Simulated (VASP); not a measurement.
VASP input:

### INCAR
```
NELM  =  100   ! most electronic steps
SIGMA  =  0.05
EDIFF  =  1E-6
LASPH  =  .TRUE.
ISMEAR  =  0   ! Gaussian
PREC  =  Accurate
LCHARG  =  .FALSE.
LWAVE  =  .TRUE.
LMAXMIX  =  4
ALGO  =  Normal
ENCUT  =  400
SYSTEM  =  Cd4S2Te2
LREAL  =  .FALSE.   ! projection in real space or not
GGA  =  PE   ! PBE
```

**POSCAR**
```
Cd4S2Te2
1.0
  6.2772027897   0.0000000000   0.0000000000
  0.0000000000   6.2772027897   0.0000000000
  0.0000000000   0.0000000000   6.2487479748
Cd Te S
4 2 2
direct
  1.0000000000   0.0000000000   0.9713198303
  0.5000000000   0.5000000000   0.9713198303
  0.5000000000   0.0000000000   0.5286801697
  1.0000000000   0.5000000000   0.5286801697
  0.2500000000   0.2500000000   0.2500000000
  0.7500000000   0.7500000000   0.2500000000
  0.7500000000   0.2500000000   0.7500000000
  0.2500000000   0.7500000000   0.7500000000
```

KPOINTS:
```
Automatic
0
Gamma
4 4 4
```

POTCAR, in this order: Cd Te S (PBE.64 set). Program: vasp_std.

Write an equivalent input for Quantum ESPRESSO's pw.x.

One equivalent input (not run):
```
&CONTROL
  calculation = 'scf'
  pseudo_dir = './pseudo'
  outdir = './out'
  tprnfor = .true.
  tstress = .true.
/
&SYSTEM
  ibrav = 0
  nat = 8
  ntyp = 3
  ecutwfc = 102
  occupations = 'smearing'
  smearing = 'gaussian'
  degauss = 0.003675
  input_dft = 'pbe'
/
&ELECTRONS
  conv_thr = 7.3e-08
  electron_maxstep = 100
/
ATOMIC_SPECIES
  Cd 112.414 Cd.upf
  Te 127.600 Te.upf
  S 32.060 S.upf
CELL_PARAMETERS angstrom
     6.2772028    0.0000000    0.0000000
     0.0000000    6.2772028    0.0000000
     0.0000000    0.0000000    6.2487480
ATOMIC_POSITIONS crystal
  Cd   1.0000000  0.0000000  0.9713198
  Cd   0.5000000  0.5000000  0.9713198
  Cd   0.5000000  0.0000000  0.5286802
  Cd   1.0000000  0.5000000  0.5286802
  Te   0.2500000  0.2500000  0.2500000
  Te   0.7500000  0.7500000  0.2500000
  S    0.7500000  0.2500000  0.7500000
  S    0.2500000  0.7500000  0.7500000
K_POINTS automatic
  4 4 4 0 0 0
```
Limits of the translation: the potentials are each code's own (VASP's PAW set, PseudoDojo norm-conserving files in pw.x), so ENCUT and ecutwfc are chosen apart and not converted; conv_thr bounds pw.x's estimated SCF error, while EDIFF bounds the energy change between steps.

The structure was generated: Cd4S2Te2 was put into an ordered model structure (P-4m2), which need not be its known phase. It was relaxed first, which changed the volume by +6 %.
